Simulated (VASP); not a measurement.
```
Pt3Ti
1.0
    3.72689     0.00000     0.00000
    0.00000     3.72689     0.00000
    0.00000     0.00000     3.72689
Ti Pt
1 3
Direct
  0.00000   0.00000   0.00000
  0.00000   0.50000   0.50000
  0.50000   0.00000   0.50000
  0.50000   0.50000   0.00000
```

All values below come from LDA (Ceperley-Alder, Perdew-Zunger), VASP's LDA PAW potentials (set 64) (plane waves; VASP 6.6.1). Settings: 500 eV cut-off, 8×8×8 Γ-centred mesh, first-order Methfessel-Paxton smearing of 0.10 eV, potentials Ti_sv Pt.

Unless said otherwise, spin-orbit coupling is left out, though it shifts the bands of the heavy elements here.

Question: What does the run give for the energy per atom (σ→0), pressure, band gap (on the k-mesh) with the smallest direct gap where there is one?

Answer: 
```json
{
  "band gap (on the k-mesh)": "none (metal, semimetal or under 0.01 eV)",
  "energy per atom (σ→0)": "-8.453 eV/atom",
  "pressure": "44.78 GPa"
}
```

Only differences to runs with the same potentials and settings are physical.

The compound is Pt3Ti in the L1_2 structure. It was relaxed first under an external pressure of 45 GPa.
